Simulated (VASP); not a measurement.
Input:

```
CELL_PARAMETERS angstrom
      0.00000     1.80129     1.80129
      1.80129     0.00000     1.80129
      1.80129     1.80129     0.00000
ATOMIC_POSITIONS crystal
  Cu 0.00000 0.00000 0.00000
```

The numbers are results of AM05 GGA, VASP's PBE PAW potentials (set 64) (plane waves; VASP 6.6.1), not measurements. Numerical set-up: 520 eV cut-off, 17×17×17 Γ-centred mesh, first-order Methfessel-Paxton smearing of 0.10 eV, potentials Cu.

Predict the energy per atom (σ→0), pressure, band gap (on the k-mesh) with the smallest direct gap where there is one.

```yaml
band gap (on the k-mesh): none (metal, semimetal or under 0.01 eV)
energy per atom (σ→0): -4.059 eV/atom
pressure: -4.84 GPa
```

Total energies compare only between runs with the same potentials, cut-off and functional.

The compound is Cu in the fcc structure. This cell is one point of a volume scan, at 1.03 of the reference volume.
